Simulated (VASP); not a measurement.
Level of theory: PBE GGA, VASP's PBE PAW potentials (set 64) (plane waves; VASP).

Input for VASP

File KPOINTS:
```
Automatic
0
gamma
 14 14 14
```

File POSCAR:
```
Pd
1.0
  0.0000000000   1.9690748086   1.9690748086
  1.9690748086   0.0000000000   1.9690748086
  1.9690748086   1.9690748086   0.0000000000
Pd
1
Cart
  0.0000000000   0.0000000000   0.0000000000
```

### INCAR
```
# general
SYSTEM  = Pd
PREC    = Accurate
ENCUT   = 400
LREAL   = .FALSE.   # projection in real space or not
LASPH   = .TRUE.   # aspherical one-centre terms

# electronic loop
EDIFF   = 1E-6   # SCF stop (eV)
NELM    = 100
ALGO    = Normal   # blocked Davidson
LMAXMIX = 4   # l cut-off of mixed one-centre charges

# smearing
ISMEAR  = 1   # Methfessel-Paxton
SIGMA   = 0.1   # width (eV)

# functional
GGA     = PE   # PBE

# ions
IBRION  = 2   # conjugate gradients
NSW     = 60   # most ionic steps
ISIF    = 3   # ions, shape and volume
EDIFFG  = -0.01   # ionic stop

# output
LWAVE   = .FALSE.
LCHARG  = .FALSE.
```

POTCAR, in this order: Pd (PBE.64 set). Program: vasp_std.

Q: Estimate the energy per atom (σ→0), band gap (on the k-mesh).

A: 
```yaml
energy per atom (σ→0): -5.206 eV/atom
band gap (on the k-mesh): none (metal, semimetal or under 0.01 eV)
```

OSZICAR:
```
...
DAV:   5    -0.548554839651E+01   -0.22454E-04   -0.22454E-04  2209   0.120E-01    0.703E+00
DAV:   6    -0.521802765390E+01    0.26752E+00   -0.12831E+00  1910   0.106E+01    0.346E+00
DAV:   7    -0.520965043603E+01    0.83772E-02   -0.30973E-03  2045   0.569E-01    0.190E+00
DAV:   8    -0.520614334853E+01    0.35071E-02   -0.98194E-04  1946   0.250E-01    0.315E-02
DAV:   9    -0.520614965087E+01   -0.63023E-05   -0.81606E-06  2403   0.296E-02    0.118E-02
DAV:  10    -0.520615264170E+01   -0.29908E-05   -0.12781E-06  2065   0.125E-02    0.199E-03
DAV:  11    -0.520615253760E+01    0.10410E-06   -0.18078E-08   988   0.122E-03
   1 F= -.52061525E+01 E0= -.52055709E+01  d E =-.520615E+01
```

The compound is Pd in the fcc structure. It was relaxed first. The start is the result of an earlier pass.
